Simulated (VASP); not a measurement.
# Germanium: how cutoff and mesh change the relaxed cell

How far does the relaxed cell of Germanium depend on cutoff and k mesh? The starting structure is a measured crystal structure from the Crystallography Open Database. The first relaxation on each setting starts from this cell expanded by 3 % in volume.

Calculated with VASP 6.6.1; Kohn-Sham DFT with plane waves and PAW; PBEsol.

## (1) Starting point

It takes space group Fd-3m (No. 227, cubic). The conventional cell has a = 5.658 Å, b = 5.658 Å, c = 5.658 Å, α = 90.00°, β = 90.00°, γ = 90.00°. Nearest to Ge lie 4 Ge at 2.45 Å.

Structure file:

```xyz
2
Lattice="0.0000 2.8289 2.8289 2.8289 0.0000 2.8289 2.8289 2.8289 0.0000" Properties=species:S:1:pos:R:3 pbc="T T T"
Ge    4.2434    4.2434    4.2434
Ge    2.8289    2.8289    2.8289
```

## (2) Reference relaxation

The input, INCAR:

```
SYSTEM = Ge
PREC = Accurate
ENCUT = 450
EDIFF = 1E-06
NELM = 100
ISMEAR = 1
SIGMA = 0.15
LREAL = .FALSE.
ALGO = Normal
GGA = PS
NBANDS = 20
LORBIT = 11
LWAVE = .FALSE.
LCHARG = .FALSE.
KPAR = 2
IBRION = 2
NSW = 50
ISIF = 3
EDIFFG = -0.004
```

The input, POSCAR:

```
Ge
1.0
    0.0000000000      2.8569208316      2.8569208316
    2.8569208316      0.0000000000      2.8569208316
    2.8569208316      2.8569208316      0.0000000000
Ge
2
Direct
    0.7500000000      0.7500000000      0.7500000000
    0.5000000000      0.5000000000      0.5000000000
```

The input, KPOINTS:

```
Automatic mesh
0
Gamma
14 14 14
0 0 0
```

PAW data sets: Ge_d (PBE family, release 64).

Launch:

```bash
mpirun -np 2 vasp_std
```

Output:

```text
[banner, memory and clock lines left out]
running    2 mpi-ranks, on    1 nodes
 distrk:  each k-point on    1 cores,    2 groups
 distr:  one band on    1 cores,    1 groups

 POSCAR found type information on POSCAR Ge
 POSCAR found :  1 types and       2 ions
|                                                                             |
|               ----> ADVICE to this user running VASP <----                  |
|                                                                             |
|     You enforced a specific xc type in the INCAR file but a different       |
|     [... a line on the potential file left out ...]
|     I HOPE YOU KNOW WHAT YOU ARE DOING!                                     |
|                                                                             |

 LDA part: xc-table for (Slater+PW92), standard interpolation
 POSCAR, INCAR and KPOINTS ok, starting setup
 FFT: planning ... GRIDC
 FFT: planning ... GRID_SOFT
 FFT: planning ... GRID
 WAVECAR not read
 entering main loop
       N       E                     dE             d eps       ncg     rms          rms(c)
DAV:   1     0.174912839162E+03    0.17491E+03   -0.13931E+04  4472   0.349E+03
DAV:   2     0.147976412321E+02   -0.16012E+03   -0.15572E+03  4172   0.559E+02
DAV:   3    -0.922836584321E+01   -0.24026E+02   -0.23850E+02  4680   0.141E+02
DAV:   4    -0.999578404789E+01   -0.76742E+00   -0.76694E+00  4696   0.296E+01
DAV:   5    -0.100085588512E+02   -0.12775E-01   -0.12774E-01  4644   0.417E+00    0.313E+00
DAV:   6    -0.991775602755E+01    0.90803E-01   -0.33370E-02  5580   0.238E+00    0.179E+00
DAV:   7    -0.987181078464E+01    0.45945E-01   -0.56824E-02  4596   0.254E+00    0.158E-01
DAV:   8    -0.987271367135E+01   -0.90289E-03   -0.64035E-03  4652   0.119E+00    0.485E-02
DAV:   9    -0.987282950593E+01   -0.11583E-03   -0.27631E-04  4844   0.256E-01    0.107E-02
DAV:  10    -0.987284343550E+01   -0.13930E-04   -0.22537E-05  4672   0.444E-02    0.521E-03
DAV:  11    -0.987284470291E+01   -0.12674E-05   -0.55322E-06  5592   0.370E-02    0.153E-03
DAV:  12    -0.987284433898E+01    0.36393E-06   -0.87421E-07  2780   0.186E-02
   1 F= -.98728443E+01 E0= -.98728458E+01  d E =-.987284E+01
[...]
2 F= -.98780945E+01 E0= -.98781620E+01  d E =-.525016E-02
[...]
3 F= -.98790931E+01 E0= -.98791460E+01  d E =-.624875E-02
[...]
4 F= -.98790862E+01 E0= -.98791376E+01  d E =-.624190E-02
 curvature:  -0.35 expect dE=-0.315E-04 dE for cont linesearch -0.315E-04
 ZBRENT: interpolating
 opt :   0.7118  next Energy=    -9.879098 (dE=-0.625E-02)
 bond charge predicted
       N       E                     dE             d eps       ncg     rms          rms(c)
DAV:   1    -0.987922320339E+01   -0.13695E-03   -0.17255E-03  5724   0.799E-01    0.672E-02
DAV:   2    -0.987912423516E+01    0.98968E-04   -0.12754E-04  5448   0.222E-01    0.332E-02
DAV:   3    -0.987909453543E+01    0.29700E-04   -0.47776E-05  5596   0.118E-01    0.787E-03
DAV:   4    -0.987909334701E+01    0.11884E-05   -0.55374E-06  4480   0.454E-02    0.160E-03
DAV:   5    -0.987909322748E+01    0.11954E-06   -0.32883E-07  2148   0.110E-02
   5 F= -.98790932E+01 E0= -.98791455E+01  d E =-.624889E-02
 curvature:  -0.06 expect dE=-0.110E-06 dE for cont linesearch -0.110E-06
 trial: gam= 0.00000 g(F)=  0.229E-44 g(S)=  0.190E-05 ort =-0.181E-03 (trialstep = 0.942E+00)
 search vector abs. value=  0.190E-05
 reached required accuracy - stopping structural energy minimisation
```

Elapsed: 60 s, on 2 MPI ranks of AMD EPYC 9R45, shared host; peak memory 0.36 GiB; 2 min of CPU time.

Lines that name or quote the potential files are left out of all logs, and their timing lines are given in words.

OUTCAR, selected parts (step 2):

```text
ion  position               nearest neighbor table
   1  0.750  0.750  0.750-   2 2.47   2 2.47   2 2.47   2 2.47
   2  0.500  0.500  0.500-   1 2.47   1 2.47   1 2.47   1 2.47

  LATTYP: Found a face centered cubic cell.
 ALAT       =     5.7138416632

 Subroutine GETGRP returns: Found 48 space group operations
 (whereof 24 operations were pure point group operations)

The static configuration has the point symmetry T_d .
 The point group associated with its full space group is O_h .

 Found    104 irreducible k-points:

   k-points           NKPTS =    104   k-points in BZ     NKDIM =    104   number of bands    NBANDS=     20

   dimension x,y,z NGX =    28 NGY =   28 NGZ =   28
   dimension x,y,z NGXF=    56 NGYF=   56 NGZF=   56

   ENCUT  =  450.0 eV  33.07 Ry    5.75 a.u.   6.99  6.99  6.99*2*pi/ulx,y,z

   NELECT =      28.0000    total number of electrons

 k-points in reciprocal lattice and weights: Automatic mesh
   0.00000000  0.00000000  0.00000000       0.000
   0.07142857  0.00000000  0.00000000       0.003
   0.14285714  0.00000000  0.00000000       0.003
   0.21428571  0.00000000  0.00000000       0.003
   0.28571429  0.00000000  0.00000000       0.003
   0.35714286  0.00000000  0.00000000       0.003
   0.42857143  0.00000000  0.00000000       0.003
   0.50000000  0.00000000  0.00000000       0.001
   0.07142857  0.07142857  0.00000000       0.002
[...]
-0.28571429  0.42857143  0.21428571       0.009
  -0.28571429  0.50000000  0.21428571       0.004

 average (electrostatic) potential at core
       1 -74.2003       2 -74.2003

 E-fermi :   4.8313

 k-point     1 :       0.0000    0.0000    0.0000
  band No.  band energies     occupation
    ...
     11      -7.9444      2.00000
     12       4.7738      1.59873
     13       4.8157      1.17502
     14       4.8157      1.17488
     15       4.8157      1.17488
     16       7.3529     -0.00000
     17       7.3529     -0.00000
     18       7.3529     -0.00000
     19      11.0285      0.00000
     20      14.2887      0.00000

 k-point     2 :       0.0714    0.0000    0.0000
  band No.  band energies     occupation
    ...
     10     -19.6736      2.00000
     11      -7.8821      2.00000
     12       3.4872      2.00000
     13       4.6898      2.03639
     14       4.6898      2.03637
     15       5.6695     -0.00000
     16       7.5208     -0.00000
     17       7.5208     -0.00000
     18       7.6192     -0.00000
     19      11.3795      0.00000
    ...

 k-point     3 :       0.1429    0.0000    0.0000
  band No.  band energies     occupation
    ...
     10     -19.6664      2.00000
     11      -7.6969      2.00000
     12       2.0920      2.00000
     13       4.4022      2.00040
     14       4.4023      2.00040
     15       5.7792     -0.00000
     16       7.9046      0.00000
     17       7.9046      0.00000
     18       8.5278      0.00000
     19      12.2013      0.00000
    ...

  Total        0.0051189      0.0051189      0.0051189      0.0000000      0.0000000     -0.0000000
  in kB        0.1803585      0.1803585      0.1803585      0.0000000      0.0000000     -0.0000000
  external PRESSURE =       0.1803585 kB  Pullay stress =       0.0000000 kB

  energy-cutoff  :      450.00
  volume of cell :       45.47
      direct lattice vectors                 reciprocal lattice vectors
     0.000000000  2.832958555  2.832958555    -0.176493934  0.176493934  0.176493934
     2.832958555 -0.000000000  2.832958555     0.176493934 -0.176493934  0.176493934
     2.832958555  2.832958555  0.000000000     0.176493934  0.176493934 -0.176493934

 POSITION                                       TOTAL-FORCE (eV/Angst)
 -----------------------------------------------------------------------------------
      4.24944      4.24944      4.24944         0.000000      0.000000      0.000000
      2.83296      2.83296      2.83296        -0.000000     -0.000000     -0.000000
 -----------------------------------------------------------------------------------
    total drift:                                0.000000      0.000000      0.000000

  FREE ENERGIE OF THE ION-ELECTRON SYSTEM (eV)
  ---------------------------------------------------
  free  energy   TOTEN  =        -9.8790932275 eV

  energy  without entropy=       -9.8792499149  energy(sigma->0) =       -9.87914546

 reached required accuracy - stopping structural energy minimisation

 total charge
# of ion       s       p       d       tot
------------------------------------------
    1        1.129   1.254  10.024  12.407
    2        1.129   1.254  10.024  12.407
--------------------------------------------------
tot          2.258   2.508  20.048  24.814

[... 3 further parts left out ...]
```

CONTCAR:

```
Ge
   1.00000000000000
     0.0000000000000000    2.8329585554896268    2.8329585554896268
     2.8329585554896268   -0.0000000000000000    2.8329585554896268
     2.8329585554896268    2.8329585554896268    0.0000000000000000
  Ge
     2
Direct
     0.7500000000000000    0.7500000000000000    0.7500000000000000
     0.5000000000000000    0.5000000000000000    0.5000000000000000
```

The PAW data sets were made with PBE, which is usual practice but a small mismatch for other functionals. The run keeps the 48 symmetry operations of its start, so it cannot find a distortion of lower symmetry.

The reference relaxation ends at 22.736 Å³ an atom. Pressures at 0.985 and 1.015 times this volume, from two more relaxations that aren't shown, give a bulk modulus of 67.7 GPa.

## (3) Relaxation with a cutoff of 310 eV

Against step 2 the input has ENCUT = 310.

Edit INCAR of step 2 so:

```diff
@@ -2,3 +2,3 @@
 PREC = Accurate
-ENCUT = 450
+ENCUT = 310
 EDIFF = 1E-06
```

POSCAR is that of step 2.

KPOINTS is that of step 2.

Launch:

```bash
mpirun -np 2 vasp_std
```

Output:

```text
[banner, memory and clock lines left out]
running    2 mpi-ranks, on    1 nodes
[...]
[... a notice as in an earlier step ...]

 LDA part: xc-table for (Slater+PW92), standard interpolation
 POSCAR, INCAR and KPOINTS ok, starting setup
[...]
entering main loop
       N       E                     dE             d eps       ncg     rms          rms(c)
DAV:   1     0.154399272694E+03    0.15440E+03   -0.11666E+04  4500   0.285E+03
DAV:   2     0.104091937303E+02   -0.14399E+03   -0.14047E+03  4180   0.462E+02
DAV:   3    -0.948338106387E+01   -0.19893E+02   -0.19789E+02  4716   0.125E+02
DAV:   5    -0.100074809931E+02   -0.74075E-02   -0.74074E-02  4660   0.294E+00    0.312E+00
[...]
DAV:  10    -0.987363208015E+01   -0.15957E-04   -0.23418E-05  4632   0.438E-02    0.507E-03
DAV:  11    -0.987363331516E+01   -0.12350E-05   -0.49956E-06  5600   0.335E-02    0.158E-03
DAV:  12    -0.987363303755E+01    0.27761E-06   -0.83405E-07  2792   0.172E-02
   1 F= -.98736330E+01 E0= -.98736347E+01  d E =-.987363E+01
[... from here on, the cycles between the ionic steps are left out ...]
   2 F= -.98790182E+01 E0= -.98790964E+01  d E =-.538517E-02
   3 F= -.98815349E+01 E0= -.98815898E+01  d E =-.790191E-02
   4 F= -.98815179E+01 E0= -.98815712E+01  d E =-.788489E-02
   5 F= -.98815301E+01 E0= -.98815842E+01  d E =-.789706E-02
   6 F= -.98815347E+01 E0= -.98815894E+01  d E =-.456152E-05
   7 F= -.98815262E+01 E0= -.98815825E+01  d E =0.394007E-05
   8 F= -.98815293E+01 E0= -.98815854E+01  d E =-.312544E-05
 trial-energy change:   -0.000003  1 .order   -0.000003   -0.000005   -0.000001
 step:   0.0969(harm=  0.0969)  dis= 0.00000  next Energy=    -9.881530 (dE=-0.339E-05)
 reached required accuracy - stopping structural energy minimisation
```

Elapsed: 49 s, on 2 MPI ranks; peak memory 0.28 GiB; 97 s of CPU time.

Parts of OUTCAR (step 3):

```text
  Total        0.0065437      0.0065437      0.0065437     -0.0000000      0.0000000     -0.0000000
  in kB        0.2311716      0.2311716      0.2311716     -0.0000000      0.0000000     -0.0000000
  external PRESSURE =       0.2311716 kB  Pullay stress =       0.0000000 kB

 POSITION                                       TOTAL-FORCE (eV/Angst)
 -----------------------------------------------------------------------------------
      4.24568      4.24568      4.24568        -0.000000      0.000000      0.000000
      2.83045      2.83045      2.83045         0.000000     -0.000000     -0.000000
 -----------------------------------------------------------------------------------
    total drift:                               -0.000000      0.000000      0.000000

  FREE ENERGIE OF THE ION-ELECTRON SYSTEM (eV)
  ---------------------------------------------------
  free  energy   TOTEN  =        -9.8815292810 eV

  energy  without entropy=       -9.8816977313  energy(sigma->0) =       -9.88158543

[... 2 parts as in an earlier step ...]

[... 2 further parts left out ...]
[key lines of the parts left out:]
E-fermi :   4.8595
```

The log as kept lacks single lines of electronic cycles.

With a cutoff of 310 eV the cell ends at 22.676 Å³ an atom, -0.27 % from the reference; the bulk modulus is 67.6 GPa against 67.7 GPa.

## (4) Relaxation with an 8×8×8 mesh

Against step 2 the input has an 8×8×8 mesh.

Edit INCAR of step 3 so:

```diff
@@ -2,3 +2,3 @@
 PREC = Accurate
-ENCUT = 310
+ENCUT = 450
 EDIFF = 1E-06
```

POSCAR is that of step 3.

The input, KPOINTS:

```
Automatic mesh
0
Gamma
8 8 8
0 0 0
```

Launch:

```bash
mpirun -np 2 vasp_std
```

Output:

```text
[... set-up lines as in an earlier step ...]
 entering main loop
       N       E                     dE             d eps       ncg     rms          rms(c)
DAV:   1     0.174502793148E+03    0.17450E+03   -0.13925E+04  1272   0.348E+03
DAV:   2     0.144708172460E+02   -0.16003E+03   -0.15605E+03  1160   0.542E+02
DAV:   3    -0.924926376440E+01   -0.23720E+02   -0.23585E+02  1312   0.140E+02
DAV:   4    -0.998615067242E+01   -0.73689E+00   -0.73650E+00  1304   0.289E+01
[...]
DAV:  10    -0.986172086476E+01   -0.13071E-04   -0.22526E-05  1300   0.463E-02    0.533E-03
DAV:  11    -0.986172216390E+01   -0.12991E-05   -0.56592E-06  1560   0.372E-02    0.155E-03
DAV:  12    -0.986172179000E+01    0.37390E-06   -0.89370E-07   764   0.187E-02
   1 F= -.98617218E+01 E0= -.98617341E+01  d E =-.986172E+01
[...]
2 F= -.98669519E+01 E0= -.98669414E+01  d E =-.523009E-02
[...]
3 F= -.98678716E+01 E0= -.98678600E+01  d E =-.614978E-02
[...]
4 F= -.98678646E+01 E0= -.98678551E+01  d E =-.614278E-02
[...]
5 F= -.98678723E+01 E0= -.98678616E+01  d E =-.615052E-02
[...]
reached required accuracy - stopping structural energy minimisation
```

Run time: 20 s. Hardware: 2 MPI ranks; peak memory 0.29 GiB; 38 s of CPU time.

From OUTCAR (step 4):

```text
  Total        0.0079706      0.0079706      0.0079706      0.0000000     -0.0000000      0.0000000
  in kB        0.2808421      0.2808421      0.2808421      0.0000000     -0.0000000      0.0000000
  external PRESSURE =       0.2808421 kB  Pullay stress =       0.0000000 kB

 POSITION                                       TOTAL-FORCE (eV/Angst)
 -----------------------------------------------------------------------------------
      4.24940      4.24940      4.24940         0.000000      0.000000     -0.000000
      2.83293      2.83293      2.83293        -0.000000     -0.000000      0.000000
 -----------------------------------------------------------------------------------
    total drift:                                0.000000      0.000000      0.000000

  FREE ENERGIE OF THE ION-ELECTRON SYSTEM (eV)
  ---------------------------------------------------
  free  energy   TOTEN  =        -9.8678723108 eV

  energy  without entropy=       -9.8678401119  energy(sigma->0) =       -9.86786158

[... 1 part as in an earlier step ...]

[... 3 further parts left out ...]
[key lines of the parts left out:]
E-fermi :   4.8479
```

With an 8×8×8 mesh the cell ends at 22.736 Å³ an atom, +0.00 % from the reference; the bulk modulus is 66.2 GPa against 67.7 GPa.

[end of part 1 of 2]

[Lines on the potential files, build, host, timing and source positions are cut from VASP's logs without a mark.]

[Logs are printed without paths, hosts, clocks, repeated set-up lines and the standing remarks that a program may print on its own settings, such as how far it seeks lower states.]

[Hosts, paths, dates, database ids (printed as entryN), source tags and the programs' standing remarks are cut or masked in the printed files.]
